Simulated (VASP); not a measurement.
Crystal: BaTiO3.

```
Ba Ti O
1.0
     3.99038    0.00000    0.00000
     0.00000    3.99038    0.00000
     0.00000    0.00000    4.10266
Ba Ti O
1 1 3
Direct
  0.50000 0.50000 0.58254
  0.00000 0.00000 0.10004
  0.00000 0.50000 0.06422
  0.50000 0.00000 0.06422
  0.00000 0.00000 0.54897
```

The cell is a database's computed one.

```yaml
Program: VASP 6.6.1
Task: relaxation of cell and atoms
Functional: PBE
Potentials_or_basis: VASP PAW PBE potentials, release 64 (Ba_sv, Ti_sv, O)
Cutoff: 600 eV
k_mesh: 8 × 8 × 7
Occupations: gaussian, width 0.02 eV
Spin: no spin polarisation
```

At the start: pressure 2.9 GPa; volume 13.07 Å³/atom.

How do energy, volume and symmetry change on relaxing?

Over 24 steps the energy falls by 3.9 meV/atom and the volume is 13.48 Å³/atom (+3.2 %); space group P4mm (No. 99, to 0.05 Å).

The path:
```
step  energy change (eV)  largest force (eV/Å)  pressure (GPa)  volume (Å³)
   1              0.0000                0.0545            2.94        65.33
   2             -0.0029                0.3532           -2.43        67.62
   3             -0.0110                0.1911           -0.05        66.54
   4             -0.0134                0.0818            0.00        66.70
   5             -0.0140                0.0609            0.05        66.81
   6             -0.0158                0.0646           -0.02        66.95
   7             -0.0187                0.0806           -0.12        67.34
   8             -0.0188                0.0863           -0.14        67.44
   9             -0.0193                0.0408            0.02        67.30
  10             -0.0193                0.0447            0.01        67.32
  11             -0.0195                0.0153            0.14        67.27
  12             -0.0195                0.0231            0.20        67.26
  13             -0.0195                0.0309           -0.22        67.44
  14             -0.0196                0.0116            0.01        67.34
  15             -0.0196                0.0126            0.01        67.35
  16             -0.0196                0.0260           -0.02        67.36
  17             -0.0196                0.0207           -0.01        67.37
  18             -0.0197                0.0168            0.00        67.37
  19             -0.0196                0.0170            0.05        67.37
  20             -0.0197                0.0158            0.01        67.37
  21             -0.0197                0.0099            0.03        67.38
  22             -0.0197                0.0081            0.02        67.39
  23             -0.0197                0.0073            0.00        67.39
  24             -0.0197                0.0035            0.00        67.40
```

Final structure:
```xyz
5
Lattice="3.9965 0.0000 0.0000 0.0000 3.9965 0.0000 0.0000 0.0000 4.2195" Properties=species:S:1:pos:R:3 pbc="T T T"
Ba    1.9983    1.9983    2.4885
Ti    0.0000    0.0000    0.4585
O     0.0000    1.9983    0.2583
O     1.9983    3.9965    0.2583
O     0.0000    0.0000    2.2748
```
